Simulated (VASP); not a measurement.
Input:

```yaml
crystal:
  lattice:
    - [0.00000, 2.82252, 2.82252]
    - [2.82252, 0.00000, 2.82252]
    - [2.82252, 2.82252, 0.00000]
  atoms:
    - { symbol: Na, position: [0.00000, 0.00000, 0.00000] }
    - { symbol: Cl, position: [0.50000, 0.50000, 0.50000] }
```

All values below come from PBE GGA with D3 dispersion (zero damping), VASP's PBE PAW potentials (set 64) (plane waves; VASP). Numerical set-up: 520 eV cut-off, Gaussian smearing of 0.050 eV, potentials Na_pv Cl.

Task: Give the energies of bands 5 to 10 at the high-symmetry points, in eV from the valence-band maximum.

Result: 
```json
[
 {"band": "5", "Γ": "0.00", "X": "-1.65", "U": "-1.40", "L": "-1.92", "W": "-1.18"},
 {"band": "6", "Γ": "0.00", "X": "-0.59", "U": "-1.11", "L": "-0.26", "W": "-1.18"},
 {"band": "7", "Γ": "0.00", "X": "-0.59", "U": "-0.49", "L": "-0.26", "W": "-0.75"},
 {"band": "8", "Γ": "5.10", "X": "7.53", "U": "8.23", "L": "7.27", "W": "8.82"},
 {"band": "9", "Γ": "11.12", "X": "8.08", "U": "9.03", "L": "10.60", "W": "9.70"},
 {"band": "10", "Γ": "11.12", "X": "11.30", "U": "10.55", "L": "10.97", "W": "9.70"}
]
```

The gap is direct, 5.10 eV, from the valence maximum at Γ to the conduction minimum at Γ.

Measured: gap 8.97 eV (computed value off by -3.87 eV), as given by Wei Chen et al., Physical Review Materials (2018), doi:10.1103/physrevmaterials.2.073803.

The compound is NaCl in the rock salt structure. It was relaxed first.
